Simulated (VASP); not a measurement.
Calculation: HSE06 screened hybrid, VASP's PBE PAW potentials (set 64) (plane waves; VASP).

Input for VASP

**INCAR**
```
SYSTEM = Br
PREC = Accurate
ENCUT = 300
EDIFF = 1E-6
NELM = 100
ALGO = Normal
LREAL = .FALSE.
LASPH = .TRUE.
ISMEAR = 0
SIGMA = 0.02
GGA = PE
HFSCREEN = 0.2
AEXX = 0.25
LHFCALC = .TRUE.
PRECFOCK = Fast
ISYM = 3
LMAXMIX = 4
LWAVE = .FALSE.
LCHARG = .FALSE.
ISIF = 2
```

**KPOINTS**
```
Automatic mesh
0
Gamma
3 3 3
0 0 0
```

File POSCAR:
```
Br
1
    2.2400000000    -3.3350000000     0.0000000000
    2.2400000000     3.3350000000     0.0000000000
    0.0000000000     0.0000000000     8.7200000000
Br
4
Direct
  0.8642020000   0.8628450000   0.8909170000
  0.6400890000   0.6376310000   0.3847970000
  0.3631750000   0.3622570000   0.6116450000
  0.1325340000   0.1372670000   0.1126410000
```

POTCAR, in this order: Br (PBE.64 set). Program: vasp_std.

What VASP printed:

**OSZICAR**
```
       N       E                     dE             d eps       ncg     rms          rms(c)
DAV:   1    -0.220108472807E+04   -0.22011E+04   -0.87992E+03   504   0.832E+02
DAV:   2    -0.235363395592E+04   -0.15255E+03   -0.15082E+03   734   0.191E+02
DAV:   3    -0.236395653448E+04   -0.10323E+02   -0.10294E+02   576   0.606E+01
DAV:   4    -0.236405204360E+04   -0.95509E-01   -0.95464E-01   638   0.684E+00
DAV:   5    -0.952614813659E+01    0.23545E+04   -0.98150E+00   526   0.198E+01    0.119E+01
DAV:   6    -0.922515483296E+01    0.30099E+00   -0.49312E-01   542   0.436E+00    0.702E+00
DAV:   7    -0.910258557976E+01    0.12257E+00   -0.15417E-01   546   0.247E+00    0.439E+00
DAV:   8    -0.907138217998E+01    0.31203E-01   -0.46008E-02   568   0.135E+00    0.251E+00
DAV:   9    -0.906339038277E+01    0.79918E-02   -0.10550E-02   646   0.652E-01    0.144E+00
DAV:  10    -0.906130770409E+01    0.20827E-02   -0.26941E-03   584   0.334E-01    0.853E-01
DAV:  11    -0.906079157505E+01    0.51613E-03   -0.73771E-04   634   0.178E-01    0.510E-01
DAV:  12    -0.906067419420E+01    0.11738E-03   -0.20426E-04   600   0.955E-02    0.307E-01
DAV:  13    -0.906065307455E+01    0.21120E-04   -0.58306E-05   640   0.521E-02    0.185E-01
DAV:  14    -0.906065247884E+01    0.59571E-06   -0.17248E-05   586   0.291E-02    0.111E-01
DAV:  15    -0.906065486587E+01   -0.23870E-05   -0.55053E-06   552   0.168E-02    0.665E-02
DAV:  16    -0.906065678680E+01   -0.19209E-05   -0.17129E-06   296   0.100E-02    0.401E-02
DAV:  17    -0.906065795403E+01   -0.11672E-05   -0.92358E-07   302   0.770E-03    0.239E-02
DAV:  18    -0.906065861014E+01   -0.65611E-06   -0.28716E-07   282   0.432E-03
   1 F= -.90606586E+01 E0= -.90606586E+01  d E =-.421186E-34
```

File OUTCAR:
```
------------------------ aborting loop because EDIFF is reached ----------------------------------------
  FORCE on cell =-STRESS in cart. coord.  units (eV):
  Direction    XX          YY          ZZ          XY          YZ          ZX
  --------------------------------------------------------------------------------------
  Total        0.3993983      1.1359051     -0.0011685     -0.0002716     -0.0034053      0.7235638
  in kB        4.9116394     13.9689025     -0.0143702     -0.0033404     -0.0418773      8.8980961
  external PRESSURE =       6.2887239 kB  Pullay stress =       0.0000000 kB
  volume of cell :      130.28
      direct lattice vectors                 reciprocal lattice vectors
     2.240000000 -3.335000000  0.000000000     0.223214286 -0.149925037  0.000000000
     2.240000000  3.335000000  0.000000000     0.223214286  0.149925037  0.000000000
     0.000000000  0.000000000  8.720000000     0.000000000  0.000000000  0.114678899
 POSITION                                       TOTAL-FORCE (eV/Angst)
 -----------------------------------------------------------------------------------
      3.86859     -0.00453      7.76880        -0.099185      0.008966     -0.231443
      2.86209     -0.00820      3.35543        -0.226110      0.010874      0.370294
      1.62497     -0.00306      5.33354         0.228858     -0.005627     -0.333053
      0.60435      0.01578      0.98223         0.096437     -0.014212      0.194202
 -----------------------------------------------------------------------------------
    total drift:                                0.000119     -0.000000     -0.000738
  FREE ENERGIE OF THE ION-ELECTRON SYSTEM (eV)
  ---------------------------------------------------
  free  energy   TOTEN  =        -9.0606586101 eV

  energy  without entropy=       -9.0606586101  energy(sigma->0) =       -9.06065861

  exchange ACFDT corr.  =         0.00000000  see jH, gK, PRB 81, 115126
```
(Selected blocks of OUTCAR.)

OUTCAR:
```
 val. band max:       -0.9660507228   @ k =   0.0000  -0.3333  -0.3333

 cond. band min:       2.0340980534   @ k =   0.0000   0.0000   0.0000


 Fermi energy:        -0.7962679166

 k-point     1 :       0.0000    0.0000    0.0000
  band No.  band energies     occupation
      1     -18.1370      2.00000
      2     -17.6121      2.00000
      3     -15.1714      2.00000
      4     -14.2663      2.00000
      5      -5.9843      2.00000
      6      -4.6602      2.00000
      7      -3.2438      2.00000
      8      -3.0198      2.00000
      9      -2.7839      2.00000
     10      -2.5676      2.00000
     11      -1.9730      2.00000
     12      -1.3007      2.00000
     13      -1.0280      2.00000
     14      -0.9983      2.00000
     15       2.0341      0.00000
     16       3.0286      0.00000
     17       6.3898      0.00000
     18       6.9913      0.00000

 k-point     2 :       0.3333   -0.0000    0.0000
  band No.  band energies     occupation
      1     -17.9091      2.00000
      2     -17.5288      2.00000
      3     -14.9488      2.00000
      4     -14.5055      2.00000
      5      -6.0147      2.00000
      6      -5.4063      2.00000
      7      -3.9660      2.00000
      8      -3.7975      2.00000
      9      -3.1226      2.00000
     10      -2.9364      2.00000
     11      -1.6905      2.00000
     12      -1.6166      2.00000
     13      -1.2743      2.00000
     14      -1.1371      2.00000
     15       2.4405      0.00000
     16       2.9096      0.00000
     17       7.5970      0.00000
     18       7.6741      0.00000

 k-point     3 :      -0.0000    0.3333    0.0000
  band No.  band energies     occupation
      1     -17.9069      2.00000
      2     -17.5291      2.00000
      3     -14.9499      2.00000
      4     -14.5072      2.00000
      5      -6.0178      2.00000
      6      -5.4079      2.00000
      7      -3.9658      2.00000
      8      -3.7990      2.00000
      9      -3.1310      2.00000
...
```

The structure is a typed Br crystal. The cell was not relaxed at this level, atoms are displaced from their ideal sites. The k-mesh is coarse (spacing up to 0.56 per Å, 2π included), so the numbers may not be converged in it. The run is one of a series of settings (AEXX = 0.25, HFSCREEN = 0.2, ISYM = 3, LHFCALC = .TRUE., PRECFOCK = Fast, KPOINTS 3×3×3 Γ-centred mesh against the base run), some of them coarse on purpose.
